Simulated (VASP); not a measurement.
Method: LDA (Ceperley-Alder, Perdew-Zunger), VASP's LDA PAW potentials (set 64) (plane waves; VASP).

VASP ran on this input.

### POSCAR
```
WS2
1
    1.5663998532    -2.7130841092     0.0000000000
    1.5663998532     2.7130841092     0.0000000000
    0.0000000000     0.0000000000    12.2361332825
W S
2 4
Direct
  0.3333330000   0.6666670000   0.2500000000
  0.6666670000   0.3333330000   0.7500000000
  0.3333330000   0.6666670000   0.8775661129
  0.6666670000   0.3333330000   0.3775661129
  0.6666670000   0.3333330000   0.1224338871
  0.3333330000   0.6666670000   0.6224338871
```

**KPOINTS**
```
Automatic
0
gamma
7 7 2
```

**INCAR**
```
# general
SYSTEM  = WS2
PREC    = Accurate
ENCUT   = 400   # plane-wave cut-off (eV)
LREAL   = .False.   # projection in real space or not
LASPH   = .True.   # aspherical one-centre terms

# electronic loop
EDIFF   = 1E-6
NELM    = 100   # most electronic steps
ALGO    = Normal   # blocked Davidson
LMAXMIX = 6   # l cut-off of mixed one-centre charges

# smearing
ISMEAR  = 0
SIGMA   = 0.05   # width (eV)

# ions
IBRION  = 2
NSW     = 60   # most ionic steps
ISIF    = 3
EDIFFG  = -0.02

# output
LWAVE   = .False.
LCHARG  = .False.
```

POTCAR, in this order: W_sv S (LDA.64 set). Program: vasp_std.

Output

### OSZICAR
```
       N       E                     dE             d eps       ncg     rms          rms(c)
DAV:   1     0.464248385927E+03    0.46425E+03   -0.25514E+04  1112   0.140E+03
DAV:   2    -0.255445656291E+02   -0.48979E+03   -0.47773E+03  1167   0.411E+02
DAV:   3    -0.544714402239E+02   -0.28927E+02   -0.28746E+02  1240   0.940E+01
DAV:   4    -0.551434627374E+02   -0.67202E+00   -0.67001E+00  1212   0.151E+01
DAV:   5    -0.551617446108E+02   -0.18282E-01   -0.18273E-01  1280   0.241E+00    0.404E+01
DAV:   6    -0.529141519088E+02    0.22476E+01   -0.12362E+01  1160   0.205E+01    0.174E+01
DAV:   7    -0.526624995937E+02    0.25165E+00   -0.36599E+00  1146   0.889E+00    0.649E+00
DAV:   8    -0.525285179526E+02    0.13398E+00   -0.60737E-01  1283   0.458E+00    0.191E+00
DAV:   9    -0.525292377531E+02   -0.71980E-03   -0.67595E-02  1380   0.126E+00    0.909E-01
DAV:  10    -0.525265497839E+02    0.26880E-02   -0.27033E-02  1238   0.103E+00    0.276E-01
DAV:  11    -0.525263085825E+02    0.24120E-03   -0.30740E-03  1200   0.327E-01    0.103E-01
DAV:  12    -0.525262776179E+02    0.30965E-04   -0.17024E-04  1222   0.837E-02    0.346E-02
DAV:  13    -0.525262793169E+02   -0.16990E-05   -0.53785E-05  1249   0.386E-02    0.111E-02
DAV:  14    -0.525262787188E+02    0.59813E-06   -0.40497E-06  1039   0.115E-02
   1 F= -.52526279E+02 E0= -.52526279E+02  d E =-.525263E+02
       N       E                     dE             d eps       ncg     rms          rms(c)
DAV:   1    -0.525313470846E+02   -0.50678E-02   -0.14030E-01  1076   0.316E+00    0.799E-01
DAV:   2    -0.525275428251E+02    0.38043E-02   -0.13950E-02  1179   0.901E-01    0.225E-01
DAV:   3    -0.525266944980E+02    0.84833E-03   -0.22070E-03  1231   0.253E-01    0.939E-02
DAV:   4    -0.525266095232E+02    0.84975E-04   -0.35503E-04  1194   0.119E-01    0.852E-02
DAV:   5    -0.525265900730E+02    0.19450E-04   -0.67083E-05  1273   0.525E-02    0.503E-02
DAV:   6    -0.525265840244E+02    0.60486E-05   -0.30662E-05  1286   0.286E-02    0.108E-02
DAV:   7    -0.525265832612E+02    0.76320E-06   -0.72709E-06  1197   0.186E-02
   2 F= -.52526583E+02 E0= -.52526583E+02  d E =-.304542E-03
       N       E                     dE             d eps       ncg     rms          rms(c)
DAV:   1    -0.525268960340E+02   -0.31201E-03   -0.82380E-03  1097   0.767E-01    0.195E-01
DAV:   2    -0.525266705577E+02    0.22548E-03   -0.83065E-04  1164   0.220E-01    0.551E-02
DAV:   3    -0.525266203435E+02    0.50214E-04   -0.13078E-04  1209   0.618E-02    0.227E-02
DAV:   4    -0.525266153164E+02    0.50271E-05   -0.20897E-05  1171   0.288E-02    0.204E-02
DAV:   5    -0.525266141397E+02    0.11767E-05   -0.37820E-06   905   0.129E-02    0.124E-02
DAV:   6    -0.525266137191E+02    0.42054E-06   -0.18492E-06   665   0.888E-03
   3 F= -.52526614E+02 E0= -.52526614E+02  d E =-.335000E-03
       N       E                     dE             d eps       ncg     rms          rms(c)
DAV:   1    -0.525267542236E+02   -0.14008E-03   -0.38874E-02  1048   0.945E-01    0.156E-01
DAV:   2    -0.525267879855E+02   -0.33762E-04   -0.20784E-03  1205   0.229E-01    0.777E-02
DAV:   3    -0.525267564882E+02    0.31497E-04   -0.64983E-05  1165   0.525E-02    0.633E-02
DAV:   4    -0.525267473076E+02    0.91806E-05   -0.50308E-05  1205   0.357E-02    0.192E-02
DAV:   5    -0.525267470744E+02    0.23320E-06   -0.71563E-06  1023   0.141E-02
   4 F= -.52526747E+02 E0= -.52526747E+02  d E =-.133355E-03
       N       E                     dE             d eps       ncg     rms          rms(c)
DAV:   1    -0.525267880221E+02   -0.40714E-04   -0.39334E-03  1055   0.299E-01    0.489E-02
DAV:   2    -0.525267905796E+02   -0.25575E-05   -0.20875E-04  1213   0.730E-02    0.248E-02
DAV:   3    -0.525267873617E+02    0.32179E-05   -0.62622E-06  1006   0.163E-02    0.202E-02
DAV:   4    -0.525267863470E+02    0.10147E-05   -0.54235E-06  1035   0.124E-02    0.600E-03
DAV:   5    -0.525267863070E+02    0.39991E-07   -0.65180E-07   622   0.507E-03
   5 F= -.52526786E+02 E0= -.52526786E+02  d E =-.172588E-03
       N       E                     dE             d eps       ncg     rms          rms(c)
DAV:   1    -0.525279602661E+02   -0.11739E-02   -0.45030E-02   999   0.140E+00    0.241E-01
DAV:   2    -0.525271836373E+02    0.77663E-03   -0.62115E-03  1114   0.515E-01    0.149E-01
DAV:   3    -0.525270754664E+02    0.10817E-03   -0.31067E-04  1110   0.976E-02    0.638E-02
DAV:   4    -0.525270247080E+02    0.50758E-04   -0.14155E-04  1190   0.533E-02    0.318E-02
DAV:   5    -0.525270187236E+02    0.59844E-05   -0.18540E-05  1250   0.290E-02    0.235E-02
DAV:   6    -0.525270173799E+02    0.13437E-05   -0.65411E-06  1035   0.142E-02    0.442E-03
DAV:   7    -0.525270173076E+02    0.72345E-07   -0.99303E-07   608   0.607E-03
   6 F= -.52527017E+02 E0= -.52527017E+02  d E =-.231001E-03
       N       E                     dE             d eps       ncg     rms          rms(c)
DAV:   1    -0.525359620134E+02   -0.89446E-02   -0.40662E-01   999   0.422E+00    0.719E-01
DAV:   2    -0.525289575514E+02    0.70045E-02   -0.55714E-02  1100   0.154E+00    0.445E-01
DAV:   3    -0.525279891321E+02    0.96842E-03   -0.27656E-03  1103   0.292E-01    0.189E-01
DAV:   4    -0.525275361686E+02    0.45296E-03   -0.12630E-03  1190   0.160E-01    0.947E-02
DAV:   5    -0.525274825182E+02    0.53650E-04   -0.16785E-04  1237   0.876E-02    0.705E-02
DAV:   6    -0.525274700386E+02    0.12480E-04   -0.61596E-05  1242   0.429E-02    0.131E-02
DAV:   7    -0.525274694274E+02    0.61126E-06   -0.85440E-06  1018   0.154E-02
   7 F= -.52527469E+02 E0= -.52527469E+02  d E =-.683120E-03
```

**OUTCAR**
```
------------------------ aborting loop because EDIFF is reached ----------------------------------------
  FORCE on cell =-STRESS in cart. coord.  units (eV):
  Direction    XX          YY          ZZ          XY          YZ          ZX
  --------------------------------------------------------------------------------------
  Total        0.0430119      0.0430119     -0.0713699      0.0000000     -0.0000000      0.0000000
  in kB        0.6676365      0.6676365     -1.1078131      0.0000000     -0.0000000      0.0000000
  external PRESSURE =       0.0758200 kB  Pullay stress =       0.0000000 kB
  volume of cell :      103.22
      direct lattice vectors                 reciprocal lattice vectors
     1.564200438 -2.709274611  0.000000000     0.319652129 -0.184551244  0.000000000
     1.564200438  2.709274611 -0.000000000     0.319652129  0.184551244  0.000000000
    -0.000000000 -0.000000000 12.178210752    -0.000000000  0.000000000  0.082113869
 POSITION                                       TOTAL-FORCE (eV/Angst)
 -----------------------------------------------------------------------------------
      1.56420      0.90309      3.04455        -0.000000     -0.000000     -0.000000
      1.56420     -0.90309      9.13366         0.000000      0.000000     -0.000000
      1.56420      0.90309     10.69742        -0.000000     -0.000000      0.000463
      1.56420     -0.90309      4.60831        -0.000000      0.000000      0.000463
      1.56420     -0.90309      1.48079         0.000000      0.000000     -0.000463
      1.56420      0.90309      7.56990        -0.000000     -0.000000     -0.000463
 -----------------------------------------------------------------------------------
    total drift:                                0.000150      0.001137     -0.000035
  FREE ENERGIE OF THE ION-ELECTRON SYSTEM (eV)
  ---------------------------------------------------
  free  energy   TOTEN  =       -52.5274694274 eV

  energy  without entropy=      -52.5274694274  energy(sigma->0) =      -52.52746943

 reached required accuracy - stopping structural energy minimisation
```
(Selected blocks of OUTCAR.)

**CONTCAR**
```
WS2
   1.00000000000000
     1.5642004381792267   -2.7092746107279622    0.0000000000000000
     1.5642004381792267    2.7092746107279622   -0.0000000000000000
    -0.0000000000000000   -0.0000000000000000   12.1782107520529017
  W               S
     2     4
Direct
     0.3333330000000032    0.6666669999999968    0.2500000000000000
     0.6666669999999968    0.3333330000000032    0.7500000000000000
     0.3333330000000032    0.6666669999999968    0.8784065416617088
     0.6666669999999968    0.3333330000000032    0.3784065416617088
     0.6666669999999968    0.3333330000000032    0.1215934583382912
     0.3333330000000032    0.6666669999999968    0.6215934583382912
```

File OUTCAR:
```
 val. band max:        7.7341615068   @ k =   0.0000   0.0000   0.0000

 cond. band min:       8.7116906168   @ k =   0.1429   0.1429   0.0000


 Fermi energy:         8.0093077903

 k-point     1 :       0.0000    0.0000    0.0000
  band No.  band energies     occupation
      1     -66.4123      2.00000
      2     -66.4123      2.00000
      3     -30.9706      2.00000
      4     -30.9705      2.00000
      5     -30.7526      2.00000
      6     -30.7526      2.00000
      7     -30.7526      2.00000
      8     -30.7526      2.00000
      9      -8.0057      2.00000
     10      -7.7358      2.00000
     11      -6.4210      2.00000
     12      -5.9022      2.00000
     13      -0.1275      2.00000
     14       1.0495      2.00000
     15       3.6989      2.00000
     16       4.1734      2.00000
     17       4.1734      2.00000
     18       4.1883      2.00000
     19       4.1883      2.00000
     20       5.4496      2.00000
     21       5.4497      2.00000
     22       5.5095      2.00000
     23       5.5096      2.00000
     24       6.2853      2.00000
     25       6.3437      2.00000
     26       7.7342      2.00000
     27      10.0580      0.00000
     28      10.0580      0.00000
     29      10.0687      0.00000
     30      10.0687      0.00000
     31      10.1337      0.00000

 k-point     2 :       0.1429    0.0000    0.0000
  band No.  band energies     occupation
      1     -66.4081      2.00000
      2     -66.4081      2.00000
      3     -30.9561      2.00000
      4     -30.9561      2.00000
      5     -30.8318      2.00000
      6     -30.8318      2.00000
      7     -30.7709      2.00000
      8     -30.7709      2.00000
      9      -7.6496      2.00000
     10      -7.3801      2.00000
     11      -6.2684      2.00000
     12      -5.7951      2.00000
     13       0.2850      2.00000
     14       1.4528      2.00000
     15       3.2325      2.00000
     16       3.3603      2.00000
     17       3.4114      2.00000
...
```

Unless said otherwise, spin-orbit coupling is left out, though it shifts the bands of the heavy elements here.

The compound is WS2 in the 2H layered structure. This run relaxes it. Symmetry was kept, so distortions that lower it aren't found. The start is the result of an earlier pass.
